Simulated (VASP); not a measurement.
Input:

```xyz
2
Lattice="0.0000 2.7700 2.7700 2.7700 0.0000 2.7700 2.7700 2.7700 0.0000" Properties=species:S:1:pos:R:3 pbc="T T T"
Ba     0.0000     0.0000     0.0000
O      2.7700     2.7700     2.7700
```

Method: G0W0 on PBE orbitals, VASP's PBE PAW potentials (set 64) (plane waves; VASP). Settings: PREC = Normal, 500 eV cut-off, 4×4×4 Γ-centred mesh, Gaussian smearing of 0.010 eV, potentials Ba_sv_GW O_GW_new.

The mesh is coarse and the basis finite, so the quasiparticle values are not converged.

NBANDS = 160, ENCUTGW = 200 eV, NOMEGA = 64. The PBE levels (eV) that the step starts from are:

```tsv
state	KS energy	filling
k1 (0.00, 0.00, 0.00), band 5	-5.72	2
k1 (0.00, 0.00, 0.00), band 6	4.18	2
k1 (0.00, 0.00, 0.00), band 7	4.18	2
k1 (0.00, 0.00, 0.00), band 8	4.18	2
k1 (0.00, 0.00, 0.00), band 9	8.22	0
k1 (0.00, 0.00, 0.00), band 10	9.36	0
k1 (0.00, 0.00, 0.00), band 11	9.36	0
k1 (0.00, 0.00, 0.00), band 12	9.36	0
k4 (0.25, 0.25, 0.00), band 5	-6.00	2
k4 (0.25, 0.25, 0.00), band 6	3.27	2
k4 (0.25, 0.25, 0.00), band 7	4.21	2
k4 (0.25, 0.25, 0.00), band 8	4.21	2
k4 (0.25, 0.25, 0.00), band 9	7.61	0
k4 (0.25, 0.25, 0.00), band 10	9.88	0
k4 (0.25, 0.25, 0.00), band 11	11.42	0
k4 (0.25, 0.25, 0.00), band 12	11.42	0
k8 (-0.25, 0.50, 0.25), band 5	-5.79	2
k8 (-0.25, 0.50, 0.25), band 6	3.28	2
k8 (-0.25, 0.50, 0.25), band 7	4.41	2
k8 (-0.25, 0.50, 0.25), band 8	4.41	2
k8 (-0.25, 0.50, 0.25), band 9	9.16	0
k8 (-0.25, 0.50, 0.25), band 10	9.16	0
k8 (-0.25, 0.50, 0.25), band 11	11.51	0
k8 (-0.25, 0.50, 0.25), band 12	13.94	0
```

Problem. Give the quasiparticle energies and renormalisation factors Z.

Solution. 
```tsv
state	QP energy (eV)	Z
k1 (0.00, 0.00, 0.00), band 5	-7.36	0.78
k1 (0.00, 0.00, 0.00), band 6	3.45	0.71
k1 (0.00, 0.00, 0.00), band 7	3.45	0.71
k1 (0.00, 0.00, 0.00), band 8	3.45	0.71
k1 (0.00, 0.00, 0.00), band 9	8.67	0.82
k1 (0.00, 0.00, 0.00), band 10	10.04	0.81
k1 (0.00, 0.00, 0.00), band 11	10.04	0.81
k1 (0.00, 0.00, 0.00), band 12	10.04	0.81
k4 (0.25, 0.25, 0.00), band 5	-7.64	0.77
k4 (0.25, 0.25, 0.00), band 6	2.43	0.71
k4 (0.25, 0.25, 0.00), band 7	3.47	0.72
k4 (0.25, 0.25, 0.00), band 8	3.47	0.72
k4 (0.25, 0.25, 0.00), band 9	8.12	0.81
k4 (0.25, 0.25, 0.00), band 10	10.46	0.80
k4 (0.25, 0.25, 0.00), band 11	12.41	0.79
k4 (0.25, 0.25, 0.00), band 12	12.41	0.79
k8 (-0.25, 0.50, 0.25), band 5	-7.44	0.78
k8 (-0.25, 0.50, 0.25), band 6	2.45	0.71
k8 (-0.25, 0.50, 0.25), band 7	3.64	0.72
k8 (-0.25, 0.50, 0.25), band 8	3.64	0.72
k8 (-0.25, 0.50, 0.25), band 9	9.83	0.80
k8 (-0.25, 0.50, 0.25), band 10	9.83	0.80
k8 (-0.25, 0.50, 0.25), band 11	12.42	0.80
k8 (-0.25, 0.50, 0.25), band 12	16.39	0.76
```
On the mesh the gap opens from 2.04 to 3.20 eV.

The compound is BaO in the rock salt structure. The cell was not relaxed at this level. The k-mesh is coarse (spacing up to 0.49 per Å, 2π included), so the numbers may not be converged in it.
